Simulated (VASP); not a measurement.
Given:

```yaml
crystal:
  lattice:
    - [3.04516, 0.00000, 0.00000]
    - [-1.52258, 2.63719, 0.00000]
    - [0.00000, 0.00000, 4.10708]
  atoms:
    - { symbol: Ta, position: [0.00000, 0.00000, 0.00000] }
    - { symbol: Ge, position: [0.66667, 0.33333, 0.50000] }
```

Method: PBEsol GGA, VASP's PBE PAW potentials (set 64) (plane waves; VASP 6.6.1). Numerical set-up: 400 eV cut-off, 15×15×10 Γ-centred mesh, tetrahedra with Blöchl corrections, potentials Ta_pv Ge_d.

Unless said otherwise, spin-orbit coupling is left out, though it shifts the bands of the heavy elements here.

Question: Tabulate the total density of states (states/eV per cell) against energy (eV; zero at the valence-band maximum or, without a gap, the Fermi level).

Answer: 
```
E (eV) | DOS (states/eV)
    -9.90 | ###### 0.43
    -9.30 | ####### 0.47
    -8.83 | ######## 0.57
    -8.23 | ########### 0.73
    -7.64 | ### 0.21
    -7.16 | # 0.06
    -6.57 | ## 0.10
    -5.97 | ##### 0.30
    -5.50 | ######### 0.58
    -4.90 | ################### 1.26
    -4.31 | ############# 0.88
    -3.83 | ######### 0.62
    -3.24 | ################### 1.30
    -2.64 | ############# 0.89
    -2.17 | #################### 1.35
    -1.57 | ######################## 1.65
    -0.98 | ############################## 2.03
    -0.50 | ############## 0.93
     0.09 | ############# 0.86
     0.69 | ##################### 1.42
     1.17 | #################### 1.38
     1.76 | ##################### 1.44
     2.35 | ################## 1.20
     2.83 | ##################### 1.43
     3.42 | ############ 0.82
```
Within 2 eV below the Fermi level the largest weight inside VASP's projection spheres is Ta d, then Ge p.

The structure was generated: TaGe was put into the WC type (P-6m2), which need not be its known phase. It was relaxed first, which changed the volume by -15 %. The electron count is odd and the run is not spin-polarised, which forces a metal.
